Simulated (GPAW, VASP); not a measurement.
An input for GPAW (PBEsol, GPAW PAW datasets PBEsol (made by gpaw-setup)):

```
from ase import Atoms
from ase.units import GPa
from gpaw import GPAW, PW, FermiDirac

atoms = Atoms(['Ga', 'Sb'],
              cell=[[0.000000, 3.050000, 3.050000],
                    [3.050000, 0.000000, 3.050000],
                    [3.050000, 3.050000, 0.000000]],
              positions=[[0.000000, 0.000000, 0.000000],
                         [1.525000, 1.525000, 1.525000]],
              pbc=True)

calc = GPAW(mode=PW(600),
            xc='PBEsol',
            kpts={'size': (8, 8, 8), 'gamma': True},
            occupations=FermiDirac(0.01),
            nbands=-6,
            convergence={'density': 1e-05, 'bands': -4},
            symmetry={'symmorphic': False, 'tolerance': 0.0005},
            maxiter=100)

atoms.calc = calc

energy = atoms.get_potential_energy()
print('Energy (eV):', round(energy, 6))
forces = atoms.get_forces()
print('Forces (eV/Ang):')
print(forces.round(5))
stress = atoms.get_stress()
print('Stress (GPa, Voigt):', (stress / GPa).round(4))
```

Task: Translate it to VASP.

Result: One set of files that does it:

### INCAR
```
! general
SYSTEM  = GaSb
PREC    = Accurate
ENCUT   = 300   ! plane-wave cut-off (eV)
LREAL   = .FALSE.   ! projection in real space or not
LASPH   = .TRUE.

! electronic loop
EDIFF   = 1E-6
NELM    = 100
ALGO    = Normal   ! blocked Davidson
LMAXMIX = 4

! smearing
ISMEAR  = -1
SIGMA   = 0.01   ! width (eV)

! functional
GGA     = PS

! ions
ISIF    = 2   ! forces and stress, cell fixed

! output
LWAVE   = .FALSE.
LCHARG  = .FALSE.
```

**POSCAR**
```
GaSb
1
    0.0000000000     3.0500000000     3.0500000000
    3.0500000000     0.0000000000     3.0500000000
    3.0500000000     3.0500000000     0.0000000000
Ga Sb
1 1
Direct
  0.0000000000   0.0000000000   0.0000000000
  0.2500000000   0.2500000000   0.2500000000
```

KPOINTS:
```
Regular mesh
0
G
8 8 8
```

POTCAR, in this order: Ga_d Sb (PBE.64 set). Program: vasp_std.

The two runs describe the same crystal, functional and task. Each code takes its own potentials, basis and convergence tests.

The structure is a typed GaSb crystal (F-43m). The cell was not relaxed at this level, and it may have been scaled.
